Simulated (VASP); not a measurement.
All values below come from PBE GGA, VASP's PBE PAW potentials (set 64) (plane waves; VASP).

Input for VASP

File KPOINTS:
```
kpoints
0
Gamma
 13 13 13
```

**INCAR**
```
# general
SYSTEM   =  TiC
PREC     =  Accurate
ENCUT    =  520
LREAL    =  .FALSE.
LASPH    =  .TRUE.

# electronic loop
EDIFF    =  1E-6
NELM     =  100
ALGO     =  Normal
LMAXMIX  =  4

# smearing
ISMEAR   =  -1
SIGMA    =  0.01

# functional
GGA      =  PE

# ions
ISIF     =  2

# output
LWAVE    =  .FALSE.
LCHARG   =  .FALSE.
```

### POSCAR
```
TiC
1
    0.0000000000     2.1650000000     2.1650000000
    2.1650000000     0.0000000000     2.1650000000
    2.1650000000     2.1650000000     0.0000000000
Ti C
1 1
Direct
  0.0000000000   0.0000000000   0.0000000000
  0.5000000000   0.5000000000   0.5000000000
```

POTCAR, in this order: Ti_sv C (PBE.64 set). Program: vasp_std.

Output of the run:

**OUTCAR**
```
 ion  position               nearest neighbor table
   1  0.000  0.000  0.000-   2 2.17   2 2.17   2 2.17   2 2.17   2 2.17   2 2.17
   2  0.500  0.500  0.500-   1 2.17   1 2.17   1 2.17   1 2.17   1 2.17   1 2.17
  LATTYP: Found a face centered cubic cell.
 ALAT       =     4.3300000000
 Subroutine PRICEL returns:
 Original cell was already a primitive cell.
 Subroutine GETGRP returns: Found 48 space group operations
The static configuration has the point symmetry O_h .
The dynamic configuration has the point symmetry O_h .
 Subroutine INISYM returns: Found 48 space group operations
 Subroutine IBZKPT returns following result:
 Found     84 irreducible k-points:

 Following reciprocal coordinates:
            Coordinates               Weight
  0.000000  0.000000  0.000000      1.000000
  0.076923  0.000000  0.000000      8.000000
  0.153846  0.000000  0.000000      8.000000
  0.230769  0.000000  0.000000      8.000000
  0.307692  0.000000  0.000000      8.000000
  0.384615  0.000000  0.000000      8.000000
  0.461538  0.000000  0.000000      8.000000
  0.076923  0.076923  0.000000      6.000000
  0.153846  0.076923  0.000000     24.000000
  0.230769  0.076923  0.000000     24.000000
  0.307692  0.076923  0.000000     24.000000
  0.384615  0.076923  0.000000     24.000000
  0.461538  0.076923  0.000000     24.000000
 -0.461538  0.076923  0.000000     24.000000
 -0.384615  0.076923  0.000000     24.000000
 -0.307692  0.076923  0.000000     24.000000
 -0.230769  0.076923  0.000000     24.000000
 -0.153846  0.076923  0.000000     24.000000
 -0.076923  0.076923  0.000000     12.000000
  0.153846  0.153846  0.000000      6.000000
  0.230769  0.153846  0.000000     24.000000
  0.307692  0.153846  0.000000     24.000000
  0.384615  0.153846  0.000000     24.000000
  0.461538  0.153846  0.000000     24.000000
...
```

File OSZICAR:
```
       N       E                     dE             d eps       ncg     rms          rms(c)
DAV:   1     0.115354807930E+03    0.11535E+03   -0.84926E+03  2016   0.160E+03
DAV:   2    -0.143527508751E+02   -0.12971E+03   -0.12360E+03  2116   0.376E+02
DAV:   3    -0.238570511770E+02   -0.95043E+01   -0.91071E+01  2656   0.969E+01
DAV:   4    -0.243083898897E+02   -0.45134E+00   -0.45089E+00  2684   0.201E+01
DAV:   5    -0.243194090461E+02   -0.11019E-01   -0.11019E-01  2720   0.287E+00    0.187E+01
DAV:   6    -0.193677553228E+02    0.49517E+01   -0.32102E+01  2400   0.704E+01    0.716E+00
DAV:   7    -0.187481192486E+02    0.61964E+00   -0.47862E+00  2448   0.282E+01    0.493E+00
DAV:   8    -0.187135886604E+02    0.34531E-01   -0.14240E-01  2156   0.505E+00    0.303E+00
DAV:   9    -0.187142104432E+02   -0.62178E-03   -0.15626E-01  2292   0.503E+00    0.835E-01
DAV:  10    -0.187107221407E+02    0.34883E-02   -0.17564E-02  2856   0.192E+00    0.586E-01
DAV:  11    -0.187092349597E+02    0.14872E-02   -0.72595E-03  2140   0.131E+00    0.115E-01
DAV:  12    -0.187092337761E+02    0.11836E-05   -0.52618E-04  2212   0.324E-01    0.398E-02
DAV:  13    -0.187092184129E+02    0.15363E-04   -0.31397E-05  2936   0.820E-02    0.152E-02
DAV:  14    -0.187092170265E+02    0.13864E-05   -0.37447E-06  2168   0.178E-02    0.328E-03
DAV:  15    -0.187092168247E+02    0.20174E-06   -0.46359E-07  1096   0.111E-02
   1 F= -.18709217E+02 E0= -.18709125E+02  d E =-.183158E-03
```

File OUTCAR:
```
------------------------ aborting loop because EDIFF is reached ----------------------------------------
  FORCE on cell =-STRESS in cart. coord.  units (eV):
  Direction    XX          YY          ZZ          XY          YZ          ZX
  --------------------------------------------------------------------------------------
  Total        0.0948694      0.0948694      0.0948694      0.0000000      0.0000000     -0.0000000
  in kB        7.4891607      7.4891607      7.4891607      0.0000000      0.0000000     -0.0000000
  external PRESSURE =       7.4891607 kB  Pullay stress =       0.0000000 kB
  volume of cell :       20.30
      direct lattice vectors                 reciprocal lattice vectors
     0.000000000  2.165000000  2.165000000    -0.230946882  0.230946882  0.230946882
     2.165000000  0.000000000  2.165000000     0.230946882 -0.230946882  0.230946882
     2.165000000  2.165000000  0.000000000     0.230946882  0.230946882 -0.230946882
 POSITION                                       TOTAL-FORCE (eV/Angst)
 -----------------------------------------------------------------------------------
      0.00000      0.00000      0.00000        -0.000000     -0.000000     -0.000000
      2.16500      2.16500      2.16500         0.000000      0.000000      0.000000
 -----------------------------------------------------------------------------------
    total drift:                                0.000000     -0.000000     -0.000000
  FREE ENERGIE OF THE ION-ELECTRON SYSTEM (eV)
  ---------------------------------------------------
  free  energy   TOTEN  =       -18.7092168247 eV

  energy  without entropy=      -18.7090336671  energy(sigma->0) =      -18.70912525
```
(Selected blocks of OUTCAR.)

OUTCAR:
```
 val. band max:        9.4694937712   @ k =   0.3846   0.3077   0.0000

 cond. band min:       9.4922548165   @ k =   0.0769   0.0000   0.0000


 Fermi energy:         9.4726610826

 k-point     1 :       0.0000    0.0000    0.0000
  band No.  band energies     occupation
      1     -47.1650      2.00000
      2     -23.1884      2.00000
      3     -23.1884      2.00000
      4     -23.1884      2.00000
      5      -2.9760      2.00000
      6      10.1163      0.00000
      7      10.1163      0.00000
      8      10.1163      0.00000
      9      11.1053      0.00000
     10      11.1053      0.00000
     11      11.1053      0.00000
     12      11.1369      0.00000

 k-point     2 :       0.0769    0.0000    0.0000
  band No.  band energies     occupation
      1     -47.1609      2.00000
      2     -23.2180      2.00000
      3     -23.1912      2.00000
      4     -23.1912      2.00000
      5      -2.8422      2.00000
      6       9.4923      0.24707
      7       9.7518      0.00000
      8       9.7518      0.00000
      9      10.4309      0.00000
     10      10.4309      0.00000
     11      11.4233      0.00000
     12      12.3706      0.00000

 k-point     3 :       0.1538    0.0000    0.0000
  band No.  band energies     occupation
      1     -47.1493      2.00000
      2     -23.2992      2.00000
      3     -23.1989      2.00000
      4     -23.1989      2.00000
      5      -2.4533      2.00000
      6       8.3316      2.00000
      7       8.7775      2.00000
      8       8.7775      2.00000
      9      10.6485      0.00000
     10      10.6485      0.00000
     11      11.8077      0.00000
     12      13.6841      0.00000

 k-point     4 :       0.2308    0.0000    0.0000
  band No.  band energies     occupation
      1     -47.1330      2.00000
      2     -23.4119      2.00000
      3     -23.2097      2.00000
      4     -23.2097      2.00000
      5      -1.8460      2.00000
      6       7.0220      2.00000
...
```

The compound is TiC in the rock salt structure. The cell was not relaxed at this level. The run is one of a series of settings (ISMEAR = -1, SIGMA = 0.01 against the base run), some of them coarse on purpose.
